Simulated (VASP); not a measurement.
All values below come from PBE GGA, VASP's PBE PAW potentials (set 64) (plane waves; VASP).

A VASP calculation is set up with these files.

POSCAR:
```
CdF2
1
    0.0000000000     2.6664715063     2.6664715063
    2.6664715063     0.0000000000     2.6664715063
    2.6664715063     2.6664715063    -0.0000000000
Cd F
1 2
Direct
  0.0000000000   0.0000000000   0.0000000000
  0.2500000000   0.2500000000   0.2500000000
  0.7500000000   0.7500000000   0.7500000000
```

KPOINTS:
```
Automatic mesh
0
Gamma
7 7 7
0 0 0
```

**INCAR**
```
ISMEAR = 0   ! Gaussian
ISIF = 3   ! ions, shape and volume
IBRION = 2   ! conjugate gradients
LWAVE = .FALSE.
NELM = 100
PSTRESS = 100
LCHARG = .FALSE.
PREC = Accurate
LASPH = .TRUE.   ! aspherical one-centre terms
SYSTEM = CdF2
SIGMA = 0.05   ! width (eV)
GGA = PE   ! PBE
ALGO = Normal   ! blocked Davidson
EDIFF = 1E-6   ! SCF stop (eV)
ENCUT = 620   ! plane-wave cut-off (eV)
LREAL = .FALSE.
EDIFFG = -0.02   ! ionic stop
LMAXMIX = 4
NSW = 40   ! most ionic steps
```

POTCAR, in this order: Cd F (PBE.64 set). Program: vasp_std.

Output of the run:

File OSZICAR:
```
       N       E                     dE             d eps       ncg     rms          rms(c)
DAV:   1     0.235631294298E+03    0.23563E+03   -0.17617E+04   696   0.180E+03
DAV:   2    -0.216299967347E+01   -0.23779E+03   -0.23183E+03   774   0.418E+02
DAV:   3    -0.124084216118E+02   -0.10245E+02   -0.10225E+02   723   0.986E+01
DAV:   4    -0.124660633522E+02   -0.57642E-01   -0.57633E-01   793   0.721E+00
DAV:   5    -0.124662740903E+02   -0.21074E-03   -0.21073E-03   728   0.379E-01    0.110E+01
DAV:   6    -0.107745034136E+02    0.16918E+01   -0.50605E+00   894   0.427E+01    0.806E+00
DAV:   7    -0.108134480258E+02   -0.38945E-01   -0.82680E-01   683   0.990E+00    0.469E+00
DAV:   8    -0.108084724732E+02    0.49756E-02   -0.14103E-01   742   0.410E+00    0.679E-01
DAV:   9    -0.108003456261E+02    0.81268E-02   -0.38312E-02   863   0.266E+00    0.861E-02
DAV:  10    -0.108009258037E+02   -0.58018E-03   -0.28236E-03   684   0.656E-01    0.109E-01
DAV:  11    -0.108010021190E+02   -0.76315E-04   -0.10300E-04   759   0.126E-01    0.328E-02
DAV:  12    -0.108010242274E+02   -0.22108E-04   -0.31969E-05   683   0.578E-02    0.186E-02
DAV:  13    -0.108010260680E+02   -0.18406E-05   -0.64034E-06   739   0.230E-02    0.300E-03
DAV:  14    -0.108010259537E+02    0.11426E-06   -0.49948E-07   508   0.934E-03
   1 F= -.84343966E+01 E0= -.84343966E+01  d E =-.843440E+01
```

File OUTCAR:
```
------------------------ aborting loop because EDIFF is reached ----------------------------------------
  FORCE on cell =-STRESS in cart. coord.  units (eV):
  Direction    XX          YY          ZZ          XY          YZ          ZX
  --------------------------------------------------------------------------------------
  Total        2.3757428      2.3757428      2.3757428      0.0000000      0.0000000      0.0000000
  in kB      100.3850799    100.3850799    100.3850799      0.0000000      0.0000000      0.0000000
  external PRESSURE =       0.3850799 kB  Pullay stress =     100.0000000 kB
  volume of cell :       37.92
      direct lattice vectors                 reciprocal lattice vectors
     0.000000000  2.666471506  2.666471506    -0.187513723  0.187513723  0.187513723
     2.666471506  0.000000000  2.666471506     0.187513723 -0.187513723  0.187513723
     2.666471506  2.666471506  0.000000000     0.187513723  0.187513723 -0.187513723
 POSITION                                       TOTAL-FORCE (eV/Angst)
 -----------------------------------------------------------------------------------
      0.00000      0.00000      0.00000        -0.000000      0.000000     -0.000000
      1.33324      1.33324      1.33324         0.000000     -0.000000      0.000000
      3.99971      3.99971      3.99971         0.000000     -0.000000     -0.000000
 -----------------------------------------------------------------------------------
    total drift:                                0.000000     -0.000000      0.000000
  FREE ENERGIE OF THE ION-ELECTRON SYSTEM (eV)
  ---------------------------------------------------
  free  energy   TOTEN  =       -10.8010259537 eV

  energy  without entropy=      -10.8010259537  energy(sigma->0) =      -10.80102595
  enthalpy is  TOTEN    =        -8.4343965561 eV   P V=        2.3666293976

 reached required accuracy - stopping structural energy minimisation
```
(Selected blocks of OUTCAR.)

The compound is CdF2 in the fluorite structure. It was relaxed first under an external pressure of 10 GPa.
